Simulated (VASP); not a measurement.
The system is TiC3.

```xyz
8
Lattice="4.4026 0.0000 0.0000 0.0000 4.4026 0.0000 0.0000 0.0000 4.4026" Properties=species:S:1:pos:R:3 pbc="T T T"
Ti    0.0000    0.0000    0.0000
Ti    2.2013    2.2013    2.2013
C     1.1007    0.0000    2.2013
C     3.3020    0.0000    2.2013
C     0.0000    2.2013    1.1007
C     0.0000    2.2013    3.3020
C     2.2013    3.3020    0.0000
C     2.2013    1.1007    0.0000
```

The cell was built by a generator and needn't be a form met in nature.

* Program: VASP 6.6.1
* Task: relaxation of cell and atoms
* Functional: PBE
* Potentials or basis: VASP PAW PBE potentials, release 64 (Ti_sv, C)
* Cutoff: 520 eV
* k mesh: 4 × 4 × 4
* Occupations: gaussian, width 0.15 eV
* Spin: no spin polarisation

At the start: pressure -32.4 GPa; volume 10.67 Å³/atom.

Q: How do energy, volume and symmetry change on relaxing?

A: Over 3 steps the energy falls by 287.8 meV/atom and the volume is 8.35 Å³/atom (-21.7 %); space group Pm-3n (No. 223, to 0.05 Å).

The path:
| step | energy change (eV) | largest force (eV/Å) | pressure (GPa) | volume (Å³) |
| --- | --- | --- | --- | --- |
| 1 | 0.0000 | 0.0000 | -32.37 | 85.34 |
| 2 | -1.9542 | 0.0000 | 22.01 | 61.39 |
| 3 | -2.3027 | 0.0000 | -0.05 | 66.83 |

Final structure:
```
Ti C
1.0
     4.05818    0.00000    0.00000
     0.00000    4.05818    0.00000
     0.00000    0.00000    4.05818
Ti C
2 6
Direct
  0.00000 0.00000 0.00000
  0.50000 0.50000 0.50000
  0.25000 0.00000 0.50000
  0.75000 0.00000 0.50000
  0.00000 0.50000 0.25000
  0.00000 0.50000 0.75000
  0.50000 0.75000 0.00000
  0.50000 0.25000 0.00000
```

Caveat: the volume moved by over 15 % at a fixed basis, so the end points are rough.
